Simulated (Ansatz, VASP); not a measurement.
# ZnS (Wurtzite-2H): VASP beside Ansatz

One calculation is typed for both programs; each brings its own data sets. How far apart do they land? The cell is taken from a series of runs on this material, whose earlier steps may have relaxed, scaled, displaced or heated it; both programs get it as it stands.

Main program and level: Ansatz 0.2.0; plane waves, with VASP 6.6.1 beside it; zone-centre phonons at LDA.

### 1. The structure

Symmetry: P6_3mc, No. 186, hexagonal system. Conventional cell: a = 3.712 Å, b = 3.712 Å, c = 6.327 Å, α = 90.00°, β = 90.00°, γ = 120.00°. Nearest to S lie 4 Zn at 2.30 to 2.33 Å. Zn has 4 S at 2.30 to 2.33 Å nearest. Farther neighbours and most contacts between anions are not listed.

### 2. VASP: zone-centre phonons, LDA

Second derivatives magnify differences that forces hide, and they need a tight electronic threshold.

Lines of VASP's logs that name or quote its potential files are left out, and so is its time.

File INCAR:

```
SYSTEM = ZnS
PREC = Accurate
ENCUT = 500
EDIFF = 1E-08
NELM = 120
ISMEAR = 0
SIGMA = 0.01
LREAL = .FALSE.
ALGO = Normal
GGA = PW92
NBANDS = 24
LORBIT = 11
LWAVE = .FALSE.
LCHARG = .FALSE.
ISIF = 2
IBRION = 8
LEPSILON = .TRUE.
LASPH = .TRUE.
GGA_COMPAT = .FALSE.
EFERMI = MIDGAP
KPAR = 2
```

File POSCAR:

```
ZnS
1.0
    3.7116182767      0.0000000000      0.0000000000
   -1.8558091384      3.2143557168      0.0000000000
    0.0000000000      0.0000000000      6.3271303985
S Zn
2 2
Direct
    0.3333333313      0.6666666647      0.3763091216
    0.6666666647      0.3333333313      0.8763091216
    0.3333333313      0.6666666647      0.0086908784
    0.6666666647      0.3333333313      0.5086908784
```

File KPOINTS:

```
Automatic mesh
0
Gamma
12 12 8
0 0 0
```

The projector-augmented-wave data sets are S and Zn (LDA family, release 64).

Command:

```
$ mpirun -np 2 vasp_std
```

Numbers of over 12 decimals in the logs are rounded to 6 here.

The program printed:

```text
[banner, memory and clock lines left out]
running    2 mpi-ranks, on    1 nodes
 distrk:  each k-point on    1 cores,    2 groups
 distr:  one band on    1 cores,    1 groups

 POSCAR found type information on POSCAR S Zn
 POSCAR found :  2 types and       4 ions
|                                                                             |
|               ----> ADVICE to this user running VASP <----                  |
|                                                                             |
|     You enforced a specific xc type in the INCAR file but a different       |
|     [... a line on the potential file left out ...]
|     I HOPE YOU KNOW WHAT YOU ARE DOING!                                     |
|                                                                             |

 LDA part: xc-table for (Slater(with rela. corr.)+PW92), standard interpolation
 POSCAR, INCAR and KPOINTS ok, starting setup
 FFT: planning ... GRIDC
 FFT: planning ... GRID_SOFT
 FFT: planning ... GRID
 WAVECAR not read
 entering main loop
       N       E                     dE             d eps       ncg     rms          rms(c)
DAV:   1     0.230634416603E+03    0.23063E+03   -0.17120E+04  4560   0.179E+03
DAV:   2     0.360135476010E+01   -0.22703E+03   -0.21914E+03  4816   0.360E+02
DAV:   3    -0.168333757479E+02   -0.20435E+02   -0.20330E+02  5664   0.111E+02
DAV:   4    -0.172421955936E+02   -0.40882E+00   -0.40856E+00  5376   0.163E+01
DAV:   5    -0.172499084892E+02   -0.77129E-02   -0.77119E-02  5816   0.212E+00    0.105E+01
DAV:   6    -0.163971512300E+02    0.85276E+00   -0.18774E+00  6624   0.418E+01    0.795E+00
DAV:   7    -0.163951280616E+02    0.20232E-02   -0.16328E+00  5080   0.762E+00    0.321E+00
DAV:   8    -0.163730797678E+02    0.22048E-01   -0.69642E-02  6256   0.256E+00    0.948E-01
DAV:   9    -0.163720281109E+02    0.10517E-02   -0.16733E-02  6400   0.180E+00    0.280E-01
DAV:  10    -0.163720730755E+02   -0.44965E-04   -0.61171E-04  6024   0.314E-01    0.157E-01
DAV:  11    -0.163720938789E+02   -0.20803E-04   -0.74627E-05  5680   0.951E-02    0.904E-02
DAV:  12    -0.163720904906E+02    0.33883E-05   -0.15694E-05  6112   0.570E-02    0.104E-02
DAV:  13    -0.163720905784E+02   -0.87885E-07   -0.72230E-07  5672   0.566E-03    0.543E-03
DAV:  14    -0.163720906773E+02   -0.98875E-07   -0.14208E-07  5504   0.240E-03    0.368E-03
DAV:  15    -0.163720906823E+02   -0.49517E-08   -0.29452E-08  5208   0.115E-03
   1 F= -.16372091E+02 E0= -.16372091E+02  d E =0.000000E+00
 Linear response reoptimize wavefunctions to high precision
DAV:   1    -0.163720906824E+02   -0.13551E-09   -0.15130E-09  3760   0.325E-04
DAV:   2    -0.163720906824E+02   -0.72760E-11   -0.19472E-10  2904   0.114E-04
 Linear response G [H, r] |phi>, progress :
  Direction:   1
       N       E                     dE             d eps       ncg     rms
RMM:   1    -0.815130223137E+02   -0.81513E+02    0.47561E+02  8693   0.941E+01
RMM:   2    -0.902022728579E+02   -0.86893E+01   -0.29559E+01  7436   0.353E+01
RMM:   3    -0.907089829265E+02   -0.50671E+00   -0.21604E+00  8134   0.936E+00
RMM:   4    -0.907312593644E+02   -0.22276E-01   -0.11251E-01  8250   0.196E+00
RMM:   5    -0.907322673624E+02   -0.10080E-02   -0.14927E-02  8366   0.521E-01
RMM:   6    -0.907323393618E+02   -0.71999E-04   -0.27190E-03  8479   0.155E-01
RMM:   7    -0.907323347430E+02    0.46188E-05   -0.85562E-04  8608   0.513E-02
RMM:   8    -0.907323201584E+02    0.14585E-04   -0.34149E-04  8678   0.188E-02
RMM:   9    -0.907323071045E+02    0.13054E-04   -0.28195E-05  8595   0.786E-03
RMM:  10    -0.907323016618E+02    0.54427E-05   -0.26310E-06  6990   0.382E-03
RMM:  11    -0.907322973865E+02    0.42753E-05    0.10346E-04  6003   0.202E-03
RMM:  12    -0.907322983291E+02   -0.94253E-06    0.39695E-05  5459   0.145E-03
RMM:  13    -0.907322975241E+02    0.80497E-06    0.14834E-04  5147   0.123E-03
RMM:  14    -0.907322971998E+02    0.32434E-06    0.70092E-05  5016   0.112E-03
RMM:  15    -0.907322967766E+02    0.42312E-06    0.92301E-05  4856   0.110E-03
RMM:  16    -0.907322971896E+02   -0.41295E-06    0.98821E-05  4710   0.106E-03
RMM:  17    -0.907322969992E+02    0.19033E-06    0.15164E-04  4613   0.108E-03
 Linear response G [H, r] |phi>, progress :
  Direction:   2
       N       E                     dE             d eps       ncg     rms
RMM:   1    -0.965960825182E+02   -0.96596E+02    0.28696E+02  8758   0.907E+01
RMM:   2    -0.101725478234E+03   -0.51294E+01   -0.23104E+01  7366   0.336E+01
RMM:   3    -0.102269482334E+03   -0.54400E+00   -0.16706E+00  8119   0.854E+00
RMM:   4    -0.102295691685E+03   -0.26209E-01   -0.81426E-02  8167   0.184E+00
RMM:   5    -0.102297078418E+03   -0.13867E-02   -0.13362E-02  8310   0.522E-01
RMM:   6    -0.102297190779E+03   -0.11236E-03   -0.23212E-03  8401   0.164E-01
[...]
RMM:  11    -0.109384541561E+01   -0.49326E-05   -0.26422E-06 27406   0.836E-04    0.177E-04
RMM:  12    -0.109384464786E+01    0.76775E-06   -0.95778E-08 24222   0.340E-04    0.175E-05
RMM:  13    -0.109384443305E+01    0.21480E-06   -0.33996E-08 15649   0.150E-04    0.959E-06
 change of polarisation eV/A/(eV/A) component  1 :     2.078    -0.103     0.000
 dielectric tensor                  component  1 :     5.982    -0.247     0.000
 Linear response to external field, progress :
  Direction:   2
[...]
RMM:  14    -0.116296064241E+01   -0.42681E-07    0.62195E-08  3503   0.668E-05    0.305E-06
 change of polarisation eV/A/(eV/A) component  3 :    -0.240    -0.210     2.212
 dielectric tensor                  component  3 :    -0.575    -0.502     6.303
 Linear response DOF=           4
 Linear response progress:
  Degree of freedom:   1/  4
       N       E                     dE             d eps       ncg     rms          rms(c)
RMM:   1    -0.106290261105E+00   -0.10629E+00    0.45116E-02 70440   0.198E+00
RMM:   2    -0.103205033356E+00    0.30852E-02   -0.61674E-03 42861   0.643E-01    0.169E-01
RMM:   3    -0.103601864808E+00   -0.39683E-03   -0.52378E-04 48627   0.155E-01    0.809E-02
RMM:   4    -0.103939316522E+00   -0.33745E-03   -0.76603E-05 47845   0.514E-02    0.200E-02
RMM:   5    -0.103996292181E+00   -0.56976E-04   -0.71337E-06 50774   0.138E-02    0.953E-03
RMM:   6    -0.103972049879E+00    0.24242E-04   -0.10662E-06 50223   0.475E-03    0.337E-03
RMM:   7    -0.103980255449E+00   -0.82056E-05   -0.12706E-08 48337   0.172E-03    0.835E-04
RMM:   8    -0.103979520522E+00    0.73493E-06    0.13460E-08 51134   0.557E-04    0.591E-05
RMM:   9    -0.103978808438E+00    0.71208E-06    0.94141E-09 49819   0.187E-04    0.479E-05
RMM:  10    -0.103978824483E+00   -0.16045E-07   -0.23396E-10 51323   0.728E-05    0.101E-05
RMM:  11    -0.103978925418E+00   -0.10093E-06    0.42265E-08 49920   0.358E-05    0.248E-06
RMM:  12    -0.103978903839E+00    0.21578E-07    0.61446E-09 48580   0.197E-05    0.533E-07
RMM:  13    -0.103978903854E+00   -0.14853E-10    0.47827E-09 36657   0.130E-05    0.589E-07
 first order change of Fermi-energy  -0.77342E-01
 force on displaced ion       1 direction 1 :  -7.103   0.000   0.000
 Born effective charge ion    1 direction 1 :  -1.843   0.000  -0.000
 Linear response progress:
  Degree of freedom:   2/  4
       N       E                     dE             d eps       ncg     rms          rms(c)
RMM:   1    -0.128526066644E+00   -0.12853E+00    0.54991E-02 16386   0.201E+00
RMM:   2    -0.123727234232E+00    0.47988E-02   -0.79859E-03  9434   0.760E-01    0.200E-01
RMM:   3    -0.123895177847E+00   -0.16794E-03   -0.99268E-04 10964   0.196E-01    0.967E-02
RMM:   4    -0.124087585137E+00   -0.19241E-03   -0.93534E-05  9912   0.660E-02    0.330E-02
RMM:   5    -0.124110129276E+00   -0.22544E-04   -0.15212E-05 10935   0.246E-02    0.894E-03
RMM:   6    -0.124098786324E+00    0.11343E-04   -0.13130E-06 11216   0.640E-03    0.470E-03
RMM:   7    -0.124101136519E+00   -0.23502E-05    0.97549E-08 11400   0.177E-03    0.136E-03
RMM:   8    -0.124102856254E+00   -0.17197E-05   -0.29331E-07 10213   0.115E-03    0.239E-04
RMM:   9    -0.124103095026E+00   -0.23877E-06   -0.36988E-07 11527   0.309E-04    0.973E-05
RMM:  10    -0.124103089954E+00    0.50724E-08   -0.67908E-07 11553   0.107E-04    0.356E-05
RMM:  11    -0.124103053633E+00    0.36321E-07   -0.66907E-07 10505   0.475E-05    0.157E-05
RMM:  12    -0.124103019620E+00    0.34013E-07   -0.74683E-07 11579   0.263E-05    0.389E-06
RMM:  13    -0.124103038929E+00   -0.19309E-07   -0.75351E-07 10775   0.155E-05    0.206E-06
RMM:  14    -0.124103042537E+00   -0.36084E-08   -0.72054E-07  8063   0.119E-05    0.577E-07
RMM:  15    -0.124103044568E+00   -0.20306E-08   -0.74126E-07  7020   0.109E-05    0.179E-07
RMM:  16    -0.124103044921E+00   -0.35332E-09   -0.73244E-07  5780   0.105E-05    0.655E-08
 first order change of Fermi-energy  -0.41382E-01
 force on displaced ion       1 direction 3 :  -0.000   0.000  -9.527
 Born effective charge ion    1 direction 3 :   0.000   0.000  -2.027
 Linear response progress:
  Degree of freedom:   3/  4
       N       E                     dE             d eps       ncg     rms          rms(c)
RMM:   1    -0.213057668205E+00   -0.21306E+00   -0.20162E-03 41702   0.191E+00
RMM:   2    -0.210651849177E+00    0.24058E-02   -0.37802E-03 43486   0.439E-01    0.127E-01
RMM:   3    -0.210466044654E+00    0.18580E-03   -0.12436E-04 50036   0.699E-02    0.741E-02
RMM:   4    -0.210209863901E+00    0.25618E-03   -0.19367E-05 49703   0.245E-02    0.413E-03
RMM:   5    -0.210204399541E+00    0.54644E-05   -0.37756E-06 51542   0.492E-03    0.155E-03
RMM:   6    -0.210206858684E+00   -0.24591E-05   -0.60885E-07 51432   0.194E-03    0.305E-04
RMM:   7    -0.210207183257E+00   -0.32457E-06   -0.46838E-07 51773   0.590E-04    0.174E-04
RMM:   8    -0.210207290862E+00   -0.10761E-06   -0.28454E-07 51291   0.266E-04    0.299E-05
RMM:   9    -0.210207093207E+00    0.19766E-06   -0.17977E-07 51109   0.925E-05    0.171E-05
RMM:  10    -0.210206978421E+00    0.11479E-06   -0.48013E-08 50778   0.474E-05    0.238E-06
RMM:  11    -0.210206972421E+00    0.59997E-08   -0.17663E-08 51256   0.234E-05    0.932E-07
 first order change of Fermi-energy  -0.13730E+00
 force on displaced ion       3 direction 1 :  -6.377   0.000   0.000
 Born effective charge ion    3 direction 1 :   1.843  -0.000  -0.000
 Linear response progress:
  Degree of freedom:   4/  4
       N       E                     dE             d eps       ncg     rms          rms(c)
RMM:   1    -0.220436366320E+00   -0.22044E+00   -0.32213E-03  9428   0.191E+00
RMM:   2    -0.217378727413E+00    0.30576E-02   -0.42341E-03  9874   0.465E-01    0.153E-01
RMM:   3    -0.217049599484E+00    0.32913E-03   -0.19133E-04 11213   0.893E-02    0.802E-02
RMM:   4    -0.216750448309E+00    0.29915E-03   -0.11079E-04 10967   0.459E-02    0.207E-02
RMM:   5    -0.216684499924E+00    0.65948E-04   -0.35187E-05 11523   0.180E-02    0.708E-03
RMM:   6    -0.216688500232E+00   -0.40003E-05   -0.56918E-06 10674   0.543E-03    0.434E-03
RMM:   7    -0.216696631891E+00   -0.81317E-05   -0.22210E-06 11074   0.299E-03    0.757E-04
RMM:   8    -0.216697583427E+00   -0.95154E-06   -0.10830E-07 11307   0.879E-04    0.227E-04
RMM:   9    -0.216697062117E+00    0.52131E-06    0.54759E-07 11632   0.307E-04    0.516E-05
RMM:  10    -0.216697011149E+00    0.50968E-07   -0.25682E-07 11701   0.133E-04    0.281E-05
RMM:  11    -0.216696972461E+00    0.38687E-07    0.35572E-08 11692   0.529E-05    0.801E-06
RMM:  12    -0.216697015494E+00   -0.43032E-07   -0.25095E-08 11736   0.281E-05    0.620E-06
RMM:  13    -0.216697019399E+00   -0.39051E-08   -0.97685E-09 10599   0.180E-05    0.106E-06
 first order change of Fermi-energy   0.41343E-01
 force on displaced ion       3 direction 3 :   0.000  -0.000  -8.006
 Born effective charge ion    3 direction 3 :  -0.000   0.000   2.027
 Born effective charges drift removed
 Linear response finished
```

(Part 1 of 3 ends here.)

[Lines on the potential files, build, host, timing and source positions are cut from VASP's logs without a mark.]

[Logs are printed without paths, hosts, clocks, repeated set-up lines and the standing remarks that a program may print on its own settings, such as how far it seeks lower states.]

[Hosts, paths, dates, database ids (printed as entryN), source tags and the programs' standing remarks are cut or masked in the printed files.]
